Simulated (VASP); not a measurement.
Molecule: F2CH2, in a box.

```xyz
5
Lattice="12.0000 0.0000 0.0000 0.0000 11.0000 0.0000 0.0000 0.0000 11.0000" Properties=species:S:1:pos:R:3 pbc="T T T"
F     4.9311    5.7466    6.2312
F     7.0949    5.3762    6.2462
C     6.0145    5.5384    5.4507
H     5.8617    4.6225    4.8735
H     6.1697    6.4195    4.8219
```

Program: VASP 6.6.1. Alike in all runs: task single point; no spin polarisation; cell as given; k mesh 1 × 1 × 1; smearing gaussian 0.01 eV.

Problem. Order these runs on this cell by their band gap on the k mesh, lowest first.
A. level RPBE+D3(BJ); potentials or basis VASP PAW PBE potentials, release 64 (F_h, C_h, H_h); cutoff (eV) 900; further INCAR settings ALGO = Fast; EDIFF = 1e-07; NBANDS = 18
B. level LDA; potentials or basis VASP PAW LDA potentials, release 64 (F, C, H); cutoff (eV) 520; further INCAR settings ALGO = Normal; EDIFF = 1e-06
C. level PBE0; potentials or basis VASP PAW PBE potentials, release 64 (F_s, C_s, H_s); cutoff (eV) 400; further INCAR settings ALGO = Normal; EDIFF = 1e-06; grid for exact exchange (PRECFOCK) Fast; exchange at q = 0 default
D. level HSE06; potentials or basis VASP PAW PBE potentials, release 64 (F_h, C_h, H_h); cutoff (eV) 900; further INCAR settings ALGO = Normal; EDIFF = 1e-07; grid for exact exchange (PRECFOCK) Fast; screening parameter 0.2 1/A

Solution. A (7.45 eV), B (7.68 eV), D (9.12 eV), C (9.69 eV).

